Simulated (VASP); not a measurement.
VASP input:

**KPOINTS**
```
Automatic mesh
0
Gamma
7 7 4
0 0 0
```

INCAR:
```
# general
SYSTEM   = ZnO
PREC     = Accurate
ENCUT    = 520
LREAL    = .FALSE.
LASPH    = .TRUE.

# electronic loop
EDIFF    = 1E-6
NELM     = 100
ALGO     = Normal
LMAXMIX  = 4

# smearing
ISMEAR   = 0
SIGMA    = 0.05

# functional
GGA      = MK
LUSE_VDW = .TRUE.
AGGAC    = 0.0
PARAM1   = 0.1234568
PARAM2   = 0.7114
ZAB_VDW  = -1.8867

# ions
IBRION   = 2
NSW      = 60
ISIF     = 3
EDIFFG   = -0.02

# output
LWAVE    = .FALSE.
LCHARG   = .FALSE.
```

File POSCAR:
```
ZnO
1
    1.6218615238    -2.8091469972    -0.0000000000
    1.6218615238     2.8091469972     0.0000000000
   -0.0000000000    -0.0000000000     5.2012397891
Zn O
2 2
Direct
  0.6666670000   0.3333330000   0.5001701832
  0.3333330000   0.6666670000   0.0001701832
  0.6666670000   0.3333330000   0.8818298168
  0.3333330000   0.6666670000   0.3818298168
```

POTCAR, in this order: Zn O (PBE.64 set). Program: vasp_std.

Question: Write an equivalent input for Quantum ESPRESSO's pw.x.

Answer: One equivalent input (not run):
```
&CONTROL
  calculation = 'vc-relax'
  pseudo_dir = './pseudo'
  outdir = './out'
  tprnfor = .true.
  tstress = .true.
  nstep = 60
  forc_conv_thr = 0.00078
/
&SYSTEM
  ibrav = 0
  nat = 4
  ntyp = 2
  ecutwfc = 84
  occupations = 'smearing'
  smearing = 'gaussian'
  degauss = 0.003675
  input_dft = 'vdw-df2-b86r'
/
&ELECTRONS
  conv_thr = 7.3e-08
  electron_maxstep = 100
/
&IONS
/
&CELL
/
ATOMIC_SPECIES
  Zn 65.380 Zn.upf
  O 15.999 O.upf
CELL_PARAMETERS angstrom
     1.6218615   -2.8091470   -0.0000000
     1.6218615    2.8091470    0.0000000
    -0.0000000   -0.0000000    5.2012398
ATOMIC_POSITIONS crystal
  Zn   0.6666670  0.3333330  0.5001702
  Zn   0.3333330  0.6666670  0.0001702
  O    0.6666670  0.3333330  0.8818298
  O    0.3333330  0.6666670  0.3818298
K_POINTS automatic
  7 7 4 0 0 0
```
Limits of the translation: the potentials are each code's own (VASP's PAW set, PseudoDojo norm-conserving files in pw.x), so ENCUT and ecutwfc are chosen apart and not converted; conv_thr bounds pw.x's estimated SCF error, while EDIFF bounds the energy change between steps; forc_conv_thr acts on force components and is met together with etot_conv_thr.

The compound is ZnO in the wurtzite structure. This run relaxes it. Symmetry was kept, so distortions that lower it aren't found.
